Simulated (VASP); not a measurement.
A convergence study with VASP on TiN (rock salt): one setting is varied, all else stays as given below, so the limit is that of these other settings. Each run relaxes cell and ions from the cell shown. The basis is that of the starting cell, so low cut-offs carry a Pulay error.

```xyz
2
Lattice="0.0000 2.1200 2.1200 2.1200 0.0000 2.1200 2.1200 2.1200 0.0000" Properties=species:S:1:pos:R:3 pbc="T T T"
Ti     0.0000     0.0000     0.0000
N      2.1200     2.1200     2.1200
```

Calculation: PBEsol GGA, VASP's PBE PAW potentials (set 64) (plane waves; VASP 6.6.1). The tightest run used: 800 eV cut-off, 13×13×13 Γ-centred mesh, first-order Methfessel-Paxton smearing of 0.10 eV, potentials Ti_sv N.

Task: The settings run are ENCUT = 250; ENCUT = 300; ENCUT = 350; ENCUT = 400; ENCUT = 450; ENCUT = 500; ENCUT = 550; ENCUT = 600; ENCUT = 650; ENCUT = 700; ENCUT = 750; ENCUT = 800. From which on does the relaxed volume stay within 0.05 Å³/atom of the tightest run?

Result: From ENCUT = 450 on: it is off by 0.034 there and by no more than 0.05 in any finer run, while ENCUT = 400 is off by 0.119.
```json
[
 {"setting": "ENCUT = 250", "relaxed volume (Å³/atom)": "8.356", "E (eV/atom)": "-10.6223", "plane waves": "182", "difference judged (Å³/atom)": "0.950"},
 {"setting": "ENCUT = 300", "relaxed volume (Å³/atom)": "8.772", "E (eV/atom)": "-10.4542", "plane waves": "233", "difference judged (Å³/atom)": "0.534"},
 {"setting": "ENCUT = 350", "relaxed volume (Å³/atom)": "9.032", "E (eV/atom)": "-10.4018", "plane waves": "296", "difference judged (Å³/atom)": "0.274"},
 {"setting": "ENCUT = 400", "relaxed volume (Å³/atom)": "9.187", "E (eV/atom)": "-10.3948", "plane waves": "356", "difference judged (Å³/atom)": "0.119"},
 {"setting": "ENCUT = 450", "relaxed volume (Å³/atom)": "9.272", "E (eV/atom)": "-10.3932", "plane waves": "424", "difference judged (Å³/atom)": "0.034"},
 {"setting": "ENCUT = 500", "relaxed volume (Å³/atom)": "9.302", "E (eV/atom)": "-10.3913", "plane waves": "531", "difference judged (Å³/atom)": "0.004"},
 {"setting": "ENCUT = 550", "relaxed volume (Å³/atom)": "9.302", "E (eV/atom)": "-10.3912", "plane waves": "568", "difference judged (Å³/atom)": "0.005"},
 {"setting": "ENCUT = 600", "relaxed volume (Å³/atom)": "9.299", "E (eV/atom)": "-10.3921", "plane waves": "648", "difference judged (Å³/atom)": "0.008"},
 {"setting": "ENCUT = 650", "relaxed volume (Å³/atom)": "9.298", "E (eV/atom)": "-10.3934", "plane waves": "726", "difference judged (Å³/atom)": "0.008"},
 {"setting": "ENCUT = 700", "relaxed volume (Å³/atom)": "9.300", "E (eV/atom)": "-10.3944", "plane waves": "821", "difference judged (Å³/atom)": "0.006"},
 {"setting": "ENCUT = 750", "relaxed volume (Å³/atom)": "9.304", "E (eV/atom)": "-10.3948", "plane waves": "911", "difference judged (Å³/atom)": "0.003"},
 {"setting": "ENCUT = 800", "relaxed volume (Å³/atom)": "9.306", "E (eV/atom)": "-10.3950", "plane waves": "992", "difference judged (Å³/atom)": "0.000"}
]
```

Left out are rungs that failed or repeat a setting and relaxations that didn't move; long series are thinned to 24 rows.

The compound is TiN in the rock salt structure. The electron count is odd and the run is not spin-polarised, which forces a metal.
